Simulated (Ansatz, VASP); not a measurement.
# BiAs: VASP beside Ansatz, part 3 of 3

Aim: how closely do two programs agree when they are given the same cell, functional and k mesh? The cell is generated by rule, not measured, and may not be a known phase. The cell is taken from a series of runs on this material, whose earlier steps may have relaxed, scaled, displaced or heated it; both programs get it as it stands.

VASP 6.6.1 and Ansatz 0.2.0.

So far: Ansatz: relaxation of cell and atoms, PBEsol, pair 1; VASP: relaxation of cell and atoms, PBEsol, pair 1; Differences; Ansatz: relaxation of cell and atoms, PBEsol, pair 2; VASP: relaxation of cell and atoms, PBEsol, pair 2; Side by side.

### 8. Ansatz: relaxation of cell and atoms, PBEsol, pair 3

Level of this step: Ansatz beside VASP: Kohn-Sham DFT, plane waves, PBEsol (Ansatz).

The relaxed volume is the usual yardstick between codes: in a stiff, nearly cubic crystal its relative difference is about their pressure difference at one cell divided by the bulk modulus.

The cell is taken from a series of runs on this material, whose earlier steps may have relaxed, scaled, displaced or heated it; both programs get it as it stands.

Input file input.yaml:

```yaml
crystal:
  lattice:
    - [4.981434971, 0.0, 0.0]
    - [-2.4907174855, 4.3140492322, 0.0]
    - [0.0, 0.0, 6.0494552222]
  atoms:
    - { symbol: Bi, position: [0.3333333333, 0.6666666667, 0.25] }
    - { symbol: Bi, position: [0.6666666667, 0.3333333333, 0.75] }
    - { symbol: As, position: [0.6666666667, 0.3333333333, 0.25] }
    - { symbol: As, position: [0.3333333333, 0.6666666667, 0.75] }
kpoints:
  mp_grid: { grid: [12, 12, 8] }
hamiltonian:
  xc: pbesol
scf:
  occupations: { method: methfessel_paxton, width: 0.2 }
output:
  forces: true
  stress: true
  eigenvalues: true
relax:
  adjacent_minimum: "off"
  f_tol: 0.001
  max_steps: 60
  cell: { stress_tol: 0.01 }
```

On the command line:

```sh
ansatz run input.yaml --threads 4 --pin off --max-ram 7168MiB --backend cpu --events-out ev --progress --plain --runs-dir out
```

Numbers of over 12 decimals in the logs are rounded to 6 here.

Log:

```text
[...]
Crystal: 4 atoms, lattice volume = 130.004 Å³
Basis set: ecut = 420 eV, 2559 PW (Γ), exchange–correlation on 72×72×90 points (8 copies of the dense FFT grid, shifted against one another)
Bands: 36, of which v1, the nominal top of the filled ones, is band 30 counted from 1 (29 counted from 0)
Symmetry: 24 space group operations
[...]
k-points: 95 of 1152
[...]
--- Relaxed structure (3 steps of the walk, 3 accepted, 1 SCFs on fresh bases) ---
[...]
cell:  # Å, volume = 129.9715 Å³
    - [4.982084, 0.0, 0.0]
    - [-2.491042, 4.314612, 0.0]
    - [0.0, 0.0, 6.046376]
  atoms:
    - { symbol: Bi, position: [0.333333, 0.666667, 0.25] }
    - { symbol: Bi, position: [0.666667, 0.333333, 0.750000] }
    - { symbol: As, position: [0.666667, 0.333333, 0.25] }
    - { symbol: As, position: [0.333333, 0.666667, 0.750000] }
[key lines of the parts left out:]
SCF converged after 5 iterations
Free energy (F): -34109.408118 eV
Fermi energy:    8.359431 eV
P = ⅓ Tr σ = -0.0011 GPa (-0.011 kbar)
```

### 9. VASP: relaxation of cell and atoms, PBEsol, pair 3

The same cell, functional, mesh and smearing now go to VASP, with its own data sets.

Input file INCAR:

```
SYSTEM = BiAs
PREC = Accurate
ENCUT = 500
EDIFF = 1E-07
NELM = 120
ISMEAR = 1
SIGMA = 0.2
LREAL = .FALSE.
ALGO = Normal
GGA = PS
NBANDS = 26
LORBIT = 11
LWAVE = .FALSE.
LCHARG = .FALSE.
ISIF = 3
IBRION = 2
NSW = 80
EDIFFG = -0.005
LASPH = .TRUE.
GGA_COMPAT = .FALSE.
NELMIN = 4
KPAR = 2
```

Input file POSCAR:

```
BiAs
1.0
    4.9814350000      0.0000000000      0.0000000000
   -2.4907170000      4.3140490000      0.0000000000
    0.0000000000      0.0000000000      6.0494550000
Bi As
2 2
Direct
    0.3333333051      0.6666667439      0.2500000413
    0.6666664942      0.3333332561      0.7499999587
    0.6666664942      0.3333332561      0.2500000413
    0.3333333051      0.6666667439      0.7499999587
```

Input file KPOINTS:

```
Automatic mesh
0
Gamma
12 12 8
0 0 0
```

Potentials, in the order of the species: Bi_d and As (PBE family, release 64).

On the command line:

```sh
mpirun -np 2 vasp_std
```

Log:

```text
[... set-up lines as in an earlier step ...]
 entering main loop
       N       E                     dE             d eps       ncg     rms          rms(c)
DAV:   1     0.371634840437E+03    0.37163E+03   -0.19378E+04  4988   0.153E+03
DAV:   2     0.197565751870E+02   -0.35188E+03   -0.34636E+03  5184   0.398E+02
DAV:   3    -0.171547324781E+02   -0.36911E+02   -0.36138E+02  6360   0.146E+02
DAV:   4    -0.185682327942E+02   -0.14135E+01   -0.14084E+01  5620   0.301E+01
[...]
DAV:  14    -0.181874823242E+02   -0.22780E-06   -0.27068E-07  5140   0.530E-03    0.143E-03
DAV:  15    -0.181874824703E+02   -0.14614E-06   -0.16844E-07  3750   0.241E-03    0.781E-04
DAV:  16    -0.181874824697E+02    0.68030E-09   -0.29257E-08  2810   0.124E-03
   1 F= -.18187482E+02 E0= -.18187738E+02  d E =-.181875E+02
[...]
N       E                     dE             d eps       ncg     rms          rms(c)
DAV:   1    -0.181879695519E+02   -0.48708E-03   -0.14448E-02  5952   0.138E+00    0.109E-01
DAV:   2    -0.181876038561E+02    0.36570E-03   -0.78967E-04  5944   0.362E-01    0.503E-02
DAV:   3    -0.181875000459E+02    0.10381E-03   -0.38015E-04  6034   0.235E-01    0.951E-03
DAV:   4    -0.181874991477E+02    0.89821E-06   -0.28015E-05  5340   0.482E-02    0.393E-03
DAV:   5    -0.181874981963E+02    0.95138E-06   -0.27055E-06  7514   0.138E-02    0.160E-03
DAV:   6    -0.181874981777E+02    0.18597E-07   -0.28976E-07  4394   0.642E-03
   2 F= -.18187498E+02 E0= -.18187802E+02  d E =-.157081E-04
 trial-energy change:   -0.000016  1 .order   -0.000019   -0.000051    0.000013
 step:   0.7359(harm=  0.8022)  dis= 0.00000  next Energy=   -18.187500 (dE=-0.174E-04)
 reached required accuracy - stopping structural energy minimisation
```

From OUTCAR (step 9):

```text
  Total       -0.0121146     -0.0121146     -0.0079136     -0.0000000      0.0000000      0.0000000
  in kB       -0.1491497     -0.1491497     -0.0974290     -0.0000000      0.0000000      0.0000000
  external PRESSURE =      -0.1319095 kB  Pullay stress =       0.0000000 kB

 POSITION                                       TOTAL-FORCE (eV/Angst)
 -----------------------------------------------------------------------------------
      0.00000      2.87762      1.51222         0.000000     -0.000000      0.000000
      2.49209      1.43881      4.53667        -0.000000      0.000000      0.000000
      2.49209      1.43881      1.51222         0.000000     -0.000000     -0.000000
      0.00000      2.87762      4.53667        -0.000000      0.000000      0.000000
 -----------------------------------------------------------------------------------
    total drift:                                0.001134     -0.000004      0.000198

  FREE ENERGIE OF THE ION-ELECTRON SYSTEM (eV)
  ---------------------------------------------------
  free  energy   TOTEN  =       -18.1874981777 eV

  energy  without entropy=      -18.1884098071  energy(sigma->0) =      -18.18780205

[... 2 parts as in an earlier step ...]

[... 2 further parts left out ...]
[key lines of the parts left out:]
E-fermi :   4.7609
```

### 10. Comparison

What differs besides the data sets and the points named for the pairs above, as far as they apply: the data sets hold 60 valence electrons in Ansatz (on its default PAW (the set named soft_2) files) and 40 in VASP. Total energies have different zeros and are not compared.

Both answers:

| quantity | Ansatz | VASP | difference |
| --- | --- | --- | --- |
| volume (Å³) | 129.97 | 130.14 | -0.13 % |
| edge a after relaxation, in the typed setting (Å) | 4.982 | 4.984 | -0.04 % |
| edge c after relaxation, in the typed setting (Å) | 6.046 | 6.049 | -0.04 % |

### 11. What came out

```
difference in volume (relaxation of cell and atoms, PBEsol, pair 1) : -0.085 %
difference in volume (relaxation of cell and atoms, PBEsol, pair 2) : -0.11 %
difference in volume (relaxation of cell and atoms, PBEsol, pair 3) : -0.13 %
```

**Reading.** The difference in volume is -0.13 % (relaxation of cell and atoms, PBEsol, pair 3), within the 1.2 % picked in this series as the mark of a large difference, as far as the stopping tolerances let one tell. The data sets hold unlike numbers of valence electrons (60 in Ansatz and 40 in VASP), so part of the differences comes from the potentials. 1 further run of this series is not shown here. Such differences can come from data sets, numerical settings and the points named under the comparisons, not from the functional's error against experiment.

[Lines on the potential files, build, host, timing and source positions are cut from VASP's logs without a mark.]

[Logs are printed without paths, hosts, clocks, repeated set-up lines and the standing remarks that a program may print on its own settings, such as how far it seeks lower states.]

[Hosts, paths, dates, database ids (printed as entryN), source tags and the programs' standing remarks are cut or masked in the printed files.]
